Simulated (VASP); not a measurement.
# NbP: accuracy against cost in the k-mesh and plane-wave cutoff, part 3 of 3

A convergence test on NbP: the k-mesh and plane-wave cutoff. The series runs use LDA. The start is a computed cell from the Materials Project.

VASP 6.6.1; LDA; plane waves and PAW (Nb_sv, P).

Still holding for the runs below: Spin-orbit coupling is off here; it would split degenerate levels.

So far. Step 14 (Plane-wave cutoff: ENCUT = 290): Against the run before the energy moves by +8.07 meV an atom and the pressure by +2.39 GPa, after 13 cycles in 3.8 s.

### Step 15. Plane-wave cutoff: ENCUT = 340

INCAR reads:

```
SYSTEM = NbP
PREC = Accurate
ENCUT = 340
EDIFF = 1E-06
NELM = 100
ISMEAR = -1
SIGMA = 0.05
LREAL = .FALSE.
ALGO = Normal
GGA = CA
NBANDS = 24
LASPH = .TRUE.
LORBIT = 11
LWAVE = .FALSE.
LCHARG = .FALSE.
KPAR = 4
ISIF = 2
```

POSCAR reads:

```
NbP
1.0
    0.0000000000     -3.3498465088      0.0000000000
   -3.3498465088      0.0000000000      0.0000000000
    1.6749232544     -1.6749232544     -5.7401081759
Nb P
2 2
Direct
    0.7498808000      0.2501192000      0.5002384000
    0.4998808000      0.0001192000      0.0002384000
    0.3327477700      0.6672522300      0.3345044600
    0.0827477800      0.4172522200      0.8345044400
```

KPOINTS reads:

```
Automatic mesh
0
Gamma
7 7 7
0 0 0
```

PAW data sets: Nb_sv and P (PBE family, release 64).

The run is started by

```bash
mpirun -np 4 vasp_std
```

The log of the run:

```text
[... set-up lines as in an earlier step ...]
 entering main loop
       N       E                     dE             d eps       ncg     rms          rms(c)
DAV:   1     0.253819545712E+03    0.25382E+03   -0.15795E+04  1952   0.109E+03
DAV:   2    -0.188611565843E+02   -0.27268E+03   -0.26666E+03  2368   0.420E+02
DAV:   3    -0.405945204358E+02   -0.21733E+02   -0.21516E+02  3664   0.862E+01
DAV:   4    -0.415265587998E+02   -0.93204E+00   -0.93005E+00  2688   0.164E+01
[...]
DAV:  11    -0.390051703378E+02    0.11694E-04   -0.82730E-05  2576   0.739E-02    0.188E-02
DAV:  12    -0.390051692595E+02    0.10783E-05   -0.56666E-06  2632   0.222E-02    0.468E-03
DAV:  13    -0.390051692542E+02    0.52560E-08   -0.22375E-07  1864   0.431E-03
   1 F= -.39005169E+02 E0= -.39001117E+02  d E =-.810387E-02
```

Wall time 4.2 s (4 MPI ranks of Intel Xeon 6975P-C (Granite Rapids), shared host); peak memory 0.56 GiB.

From OUTCAR (step 15):

```text
  Total       -3.6487415     -3.6487415     -3.6076154      0.0000000      0.0000000      0.0000000
  in kB      -90.7577630    -90.7577630    -89.7348054      0.0000000      0.0000000      0.0000000
  external PRESSURE =     -90.4167772 kB  Pullay stress =       0.0000000 kB

 POSITION                                       TOTAL-FORCE (eV/Angst)
 -----------------------------------------------------------------------------------
      0.00000     -3.34985     -2.87142        -0.000000      0.000000      0.025484
      0.00000     -1.67492     -0.00137        -0.000000      0.000000      0.025484
     -1.67492     -1.67492     -1.92009         0.000000     -0.000000     -0.025484
      0.00000     -1.67492     -4.79015         0.000000     -0.000000     -0.025484
 -----------------------------------------------------------------------------------
    total drift:                                0.000007     -0.000008      0.000303

  FREE ENERGIE OF THE ION-ELECTRON SYSTEM (eV)
  ---------------------------------------------------
  free  energy   TOTEN  =       -39.0051692542 eV

  energy  without entropy=      -38.9970653833  energy(sigma->0) =      -39.00111732

[... 1 part as in an earlier step ...]

[... 2 further parts left out ...]
[key lines of the parts left out:]
E-fermi :  10.3349
```

Against the run before the energy moves by -0.52 meV an atom and the pressure by +0.60 GPa, after 13 cycles in 4.2 s.

### Step 16. Plane-wave cutoff: ENCUT = 380

INCAR, as its differences from that of step 15:

```diff
@@ -2,3 +2,3 @@
 PREC = Accurate
-ENCUT = 340
+ENCUT = 380
 EDIFF = 1E-06
```

POSCAR is that of step 15.

KPOINTS is that of step 15.

The run is started by

```bash
mpirun -np 4 vasp_std
```

The log of the run:

```text
[... set-up lines as in an earlier step ...]
 entering main loop
       N       E                     dE             d eps       ncg     rms          rms(c)
DAV:   1     0.271771791091E+03    0.27177E+03   -0.16670E+04  1944   0.118E+03
DAV:   2    -0.174665377803E+02   -0.28924E+03   -0.28318E+03  2320   0.442E+02
DAV:   3    -0.405096645278E+02   -0.23043E+02   -0.22848E+02  3648   0.906E+01
DAV:   4    -0.415244678536E+02   -0.10148E+01   -0.10125E+01  2752   0.172E+01
[...]
DAV:  11    -0.390067379163E+02    0.15324E-04   -0.10373E-04  2584   0.772E-02    0.190E-02
DAV:  12    -0.390067368127E+02    0.11037E-05   -0.59746E-06  2448   0.235E-02    0.431E-03
DAV:  13    -0.390067368056E+02    0.70936E-08   -0.29439E-07  1872   0.507E-03
   1 F= -.39006737E+02 E0= -.39002689E+02  d E =-.809628E-02
```

It took 4.2 s on 4 MPI ranks; peak memory 0.6 GiB.

From OUTCAR (step 16):

```text
  Total       -3.6377509     -3.6377509     -3.5942385      0.0000000      0.0000000      0.0000000
  in kB      -90.4843860    -90.4843860    -89.4020720      0.0000000      0.0000000      0.0000000
  external PRESSURE =     -90.1236147 kB  Pullay stress =       0.0000000 kB

 POSITION                                       TOTAL-FORCE (eV/Angst)
 -----------------------------------------------------------------------------------
      0.00000     -3.34985     -2.87142         0.000000     -0.000000      0.025097
      0.00000     -1.67492     -0.00137         0.000000     -0.000000      0.025097
     -1.67492     -1.67492     -1.92009        -0.000000      0.000000     -0.025097
      0.00000     -1.67492     -4.79015        -0.000000      0.000000     -0.025097
 -----------------------------------------------------------------------------------
    total drift:                               -0.000002      0.000002      0.000468

  FREE ENERGIE OF THE ION-ELECTRON SYSTEM (eV)
  ---------------------------------------------------
  free  energy   TOTEN  =       -39.0067368056 eV

  energy  without entropy=      -38.9986405227  energy(sigma->0) =      -39.00268866

[... 1 part as in an earlier step ...]

[... 2 further parts left out ...]
[key lines of the parts left out:]
E-fermi :  10.3338
```

Against the run before the energy moves by -0.39 meV an atom and the pressure by +0.03 GPa, after 13 cycles in 4.2 s.

### Step 17. Plane-wave cutoff: ENCUT = 470

INCAR, as its differences from that of step 16:

```diff
@@ -2,3 +2,3 @@
 PREC = Accurate
-ENCUT = 380
+ENCUT = 470
 EDIFF = 1E-06
```

POSCAR is that of step 16.

KPOINTS is that of step 16.

The run is started by

```bash
mpirun -np 4 vasp_std
```

The log of the run:

```text
[... set-up lines as in an earlier step ...]
 entering main loop
       N       E                     dE             d eps       ncg     rms          rms(c)
DAV:   1     0.321364640469E+03    0.32136E+03   -0.18320E+04  1920   0.138E+03
DAV:   2    -0.133738244031E+02   -0.33474E+03   -0.32663E+03  2312   0.509E+02
DAV:   3    -0.399544280404E+02   -0.26581E+02   -0.26251E+02  3544   0.105E+02
DAV:   4    -0.415125197383E+02   -0.15581E+01   -0.15530E+01  2856   0.217E+01
[...]
DAV:  10    -0.390060922716E+02   -0.87390E-04   -0.13966E-03  2584   0.358E-01    0.366E-02
DAV:  11    -0.390060801618E+02    0.12110E-04   -0.98871E-05  2752   0.756E-02    0.171E-02
DAV:  12    -0.390060792572E+02    0.90459E-06   -0.76348E-06  2832   0.258E-02
   1 F= -.39006079E+02 E0= -.39002028E+02  d E =-.810321E-02
```

Wall time 5 s (4 MPI ranks); peak memory 0.66 GiB.

From OUTCAR (step 17):

```text
  Total       -3.5759993     -3.5759993     -3.5300571      0.0000000      0.0000000      0.0000000
  in kB      -88.9483945    -88.9483945    -87.8056411      0.0000000      0.0000000      0.0000000
  external PRESSURE =     -88.5674767 kB  Pullay stress =       0.0000000 kB

 POSITION                                       TOTAL-FORCE (eV/Angst)
 -----------------------------------------------------------------------------------
      0.00000     -3.34985     -2.87142        -0.000000      0.000000      0.024829
      0.00000     -1.67492     -0.00137        -0.000000      0.000000      0.024829
     -1.67492     -1.67492     -1.92009         0.000000     -0.000000     -0.024829
      0.00000     -1.67492     -4.79015         0.000000     -0.000000     -0.024829
 -----------------------------------------------------------------------------------
    total drift:                               -0.000001      0.000001      0.000623

  FREE ENERGIE OF THE ION-ELECTRON SYSTEM (eV)
  ---------------------------------------------------
  free  energy   TOTEN  =       -39.0060792572 eV

  energy  without entropy=      -38.9979760429  energy(sigma->0) =      -39.00202765

[... 1 part as in an earlier step ...]

[... 2 further parts left out ...]
[key lines of the parts left out:]
E-fermi :  10.3312
```

Against the run before the energy moves by +0.17 meV an atom and the pressure by +0.16 GPa, after 12 cycles in 5 s.

### Step 18. Plane-wave cutoff: ENCUT = 590

INCAR, as its differences from that of step 17:

```diff
@@ -2,3 +2,3 @@
 PREC = Accurate
-ENCUT = 470
+ENCUT = 590
 EDIFF = 1E-06
```

POSCAR is that of step 17.

KPOINTS is that of step 17.

The run is started by

```bash
mpirun -np 4 vasp_std
```

The log of the run:

```text
[... set-up lines as in an earlier step ...]
 entering main loop
       N       E                     dE             d eps       ncg     rms          rms(c)
DAV:   1     0.378567127975E+03    0.37857E+03   -0.20680E+04  1920   0.165E+03
DAV:   2    -0.854912641608E+01   -0.38712E+03   -0.37779E+03  2256   0.575E+02
DAV:   3    -0.395391673665E+02   -0.30990E+02   -0.30595E+02  3472   0.120E+02
DAV:   4    -0.414914210528E+02   -0.19523E+01   -0.19445E+01  2912   0.250E+01
[...]
DAV:  10    -0.390059252589E+02   -0.95625E-04   -0.14691E-03  2640   0.359E-01    0.318E-02
DAV:  11    -0.390059177495E+02    0.75094E-05   -0.90776E-05  2720   0.790E-02    0.151E-02
DAV:  12    -0.390059169256E+02    0.82385E-06   -0.76918E-06  2800   0.245E-02
   1 F= -.39005917E+02 E0= -.39001865E+02  d E =-.810337E-02
```

Elapsed: 8 s, on 4 MPI ranks; peak memory 0.79 GiB.

Parts of OUTCAR (step 18):

```text
  Total       -3.5340598     -3.5340598     -3.4864134      0.0000000      0.0000000      0.0000000
  in kB      -87.9052024    -87.9052024    -86.7200592      0.0000000      0.0000000      0.0000000
  external PRESSURE =     -87.5101547 kB  Pullay stress =       0.0000000 kB

 POSITION                                       TOTAL-FORCE (eV/Angst)
 -----------------------------------------------------------------------------------
      0.00000     -3.34985     -2.87142         0.000000     -0.000000      0.024682
      0.00000     -1.67492     -0.00137         0.000000     -0.000000      0.024682
     -1.67492     -1.67492     -1.92009        -0.000000      0.000000     -0.024682
      0.00000     -1.67492     -4.79015        -0.000000      0.000000     -0.024682
 -----------------------------------------------------------------------------------
    total drift:                               -0.000002      0.000002      0.000591

  FREE ENERGIE OF THE ION-ELECTRON SYSTEM (eV)
  ---------------------------------------------------
  free  energy   TOTEN  =       -39.0059169256 eV

  energy  without entropy=      -38.9978135564  energy(sigma->0) =      -39.00186524

[... 1 part as in an earlier step ...]

[... 2 further parts left out ...]
[key lines of the parts left out:]
E-fermi :  10.3304
```

Against the run before the energy moves by +0.04 meV an atom and the pressure by +0.11 GPa, after 12 cycles in 8 s.

### Step 19. The plane-wave cutoff series as a table

This step: convergence of LDA results with the cutoff; plane waves and PAW (VASP 6.6.1).

This step runs nothing: it gathers the runs above.

Differences are taken from the run with ENCUT = 590. Results of the series, by row:

| setting | status | energy less the reference (meV/atom) | pressure (GPa) | largest force difference (meV/Å) | gap (eV) | SCF cycles | wall time (s) |
| --- | --- | --- | --- | --- | --- | --- | --- |
| ENCUT = 180 | converged | 334.4 | -100.2 | 64.73 | 0.0565 | 13 | 2.2 |
| ENCUT = 220 | converged | 86.24 | -31.84 | 5.732 | 0 | 13 | 2.4 |
| ENCUT = 260 | converged | -7.363 | -12.03 | 2.062 | 0.0451 | 13 | 3.4 |
| ENCUT = 290 | converged | 0.7087 | -9.645 | 2.527 | 0.048 | 13 | 3.8 |
| ENCUT = 340 | converged | 0.187 | -9.042 | 0.802 | 0.0471 | 13 | 4.2 |
| ENCUT = 380 | converged | -0.2059 | -9.012 | 0.415 | 0.0471 | 13 | 4.2 |
| ENCUT = 470 | converged | -0.0406 | -8.857 | 0.147 | 0.0467 | 12 | 5 |
| ENCUT = 590 | converged | 0 | -8.751 | 0 | 0.0467 | 12 | 8 |

### Step 20. What came out

- k-mesh from which the energy stays within 10 meV/atom of the reference: 6 6 6
- k-mesh from which the energy stays within 1 meV/atom of the reference: none before the reference itself
- k-mesh from which the pressure stays within 0.2 GPa of the reference: 6 6 6
- spread of the pressure over the k-mesh: 3.70 GPa
- spread of the energy over the k-mesh: 225 meV/atom
- plane-wave cutoff from which the energy stays within 10 meV/atom of the reference: ENCUT = 260
- plane-wave cutoff from which the energy stays within 1 meV/atom of the reference: ENCUT = 290
- plane-wave cutoff from which the pressure stays within 0.2 GPa of the reference: ENCUT = 470
- spread of the pressure over the plane-wave cutoff: 91.4 GPa
- spread of the energy over the plane-wave cutoff: 342 meV/atom

In words: No run before the reference (13 13 13) settles within 1 meV an atom of it; the step next to it is off by +1.2 meV an atom, +0.02 GPa, 2.2 meV/Å in forces. The pressure holds within 0.2 GPa from 6 6 6 on. A metal's Fermi surface slows this convergence. The gap in the table jumps with the points that each mesh happens to hold, and is no measure of convergence. From ENCUT = 290 on, the energy stays within 1 meV an atom of the reference, at 48 % of its time. The pressure holds within 0.2 GPa from ENCUT = 470 on. These cutoffs are 0.6 to 2 times the default of the data sets, about 290 eV; at the default the run is off by +0.7 meV an atom, -0.89 GPa, 2.5 meV/Å in forces, and at 1.3 times by -0.2 meV an atom, -0.26 GPa, 0.4 meV/Å in forces. Energy differences between like cells converge faster than these totals. For the k-mesh, differences are taken from the run with 13 13 13, which is itself not the exact limit. The runs at 2 2 2; 3 3 3; 4 4 4 are over 30 meV an atom or 2 GPa off and describe the material poorly. The runs at ENCUT = 180; ENCUT = 220; ENCUT = 260 are over 30 meV an atom or 2 GPa off and describe the material poorly.

[Lines on the potential files, build, host, timing and source positions are cut from VASP's logs without a mark.]

[Logs are printed without paths, hosts, clocks, repeated set-up lines and the standing remarks that a program may print on its own settings, such as how far it seeks lower states.]

[Hosts, paths, dates, database ids (printed as entryN), source tags and the programs' standing remarks are cut or masked in the printed files.]

[A measured line is paired with the nearest computed mode of its activity, which favours agreement.]

[In band tables of VASP the shares of atoms and orbitals are scaled to a sum of 1 inside the atoms' spheres.]
